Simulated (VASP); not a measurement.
Level of theory: PBEsol GGA, VASP's PBE PAW potentials (set 64) (plane waves; VASP).

The input files of a VASP run:

POSCAR:
```
AgCl
1
    0.0000000000     2.7224890610     2.7224890610
    2.7224890610    -0.0000000000     2.7224890610
    2.7224890610     2.7224890610     0.0000000000
Ag Cl
1 1
Direct
  1.0000000000   1.0000000000   0.0000000000
  0.5000000000   0.5000000000   0.5000000000
```

INCAR:
```
# general
SYSTEM  = AgCl
PREC    = Accurate
ENCUT   = 500   # plane-wave cut-off (eV)
LREAL   = .FALSE.
LASPH   = .TRUE.   # aspherical one-centre terms

# electronic loop
EDIFF   = 1E-6   # SCF stop (eV)
NELM    = 100   # most electronic steps
ALGO    = Normal   # blocked Davidson
LMAXMIX = 4

# smearing
ISMEAR  = 0
SIGMA   = 0.05

# functional
GGA     = PS   # PBEsol

# ions
IBRION  = 2   # conjugate gradients
NSW     = 40   # most ionic steps
ISIF    = 3
EDIFFG  = -0.02   # ionic stop

# output
LWAVE   = .FALSE.
LCHARG  = .FALSE.
```

KPOINTS:
```
Automatic mesh
0
Gamma
8 8 8
0 0 0
```

POTCAR, in this order: Ag Cl (PBE.64 set). Program: vasp_std.

Output of the run:

File OSZICAR:
```
       N       E                     dE             d eps       ncg     rms          rms(c)
DAV:   1     0.100327921513E+03    0.10033E+03   -0.85812E+03   770   0.121E+03
DAV:   2    -0.229427460576E+01   -0.10262E+03   -0.96519E+02   884   0.256E+02
DAV:   3    -0.618954965457E+01   -0.38953E+01   -0.38859E+01   894   0.531E+01
DAV:   4    -0.621991049251E+01   -0.30361E-01   -0.30358E-01   874   0.524E+00
DAV:   5    -0.622034145053E+01   -0.43096E-03   -0.43096E-03   889   0.621E-01    0.780E+00
DAV:   6    -0.606510277962E+01    0.15524E+00   -0.37612E-01   830   0.875E+00    0.507E+00
DAV:   7    -0.606239605149E+01    0.27067E-02   -0.74423E-02   764   0.219E+00    0.214E+00
DAV:   8    -0.606101134293E+01    0.13847E-02   -0.42596E-03   824   0.828E-01    0.319E-01
DAV:   9    -0.606097302101E+01    0.38322E-04   -0.55817E-04   844   0.338E-01    0.448E-02
DAV:  10    -0.606099290079E+01   -0.19880E-04   -0.33684E-05   784   0.601E-02    0.174E-02
DAV:  11    -0.606099869143E+01   -0.57906E-05   -0.46807E-06   784   0.226E-02    0.274E-03
DAV:  12    -0.606099863707E+01    0.54359E-07   -0.25048E-07   417   0.711E-03
   1 F= -.60609986E+01 E0= -.60609986E+01  d E =-.606100E+01
```

OUTCAR:
```
------------------------ aborting loop because EDIFF is reached ----------------------------------------
  FORCE on cell =-STRESS in cart. coord.  units (eV):
  Direction    XX          YY          ZZ          XY          YZ          ZX
  --------------------------------------------------------------------------------------
  Total       -0.0021427     -0.0021427     -0.0021427      0.0000000      0.0000000      0.0000000
  in kB       -0.0850620     -0.0850620     -0.0850620      0.0000000      0.0000000      0.0000000
  external PRESSURE =      -0.0850620 kB  Pullay stress =       0.0000000 kB
  volume of cell :       40.36
      direct lattice vectors                 reciprocal lattice vectors
     0.000000000  2.722489061  2.722489061    -0.183655467  0.183655467  0.183655467
     2.722489061  0.000000000  2.722489061     0.183655467 -0.183655467  0.183655467
     2.722489061  2.722489061  0.000000000     0.183655467  0.183655467 -0.183655467
  FREE ENERGIE OF THE ION-ELECTRON SYSTEM (eV)
  ---------------------------------------------------
  free  energy   TOTEN  =        -6.0609986371 eV

  energy  without entropy=       -6.0609986371  energy(sigma->0) =       -6.06099864

 reached required accuracy - stopping structural energy minimisation
```
(Selected blocks of OUTCAR.)

The compound is AgCl in the rock salt structure. It was relaxed first, which changed the volume by -6 %.
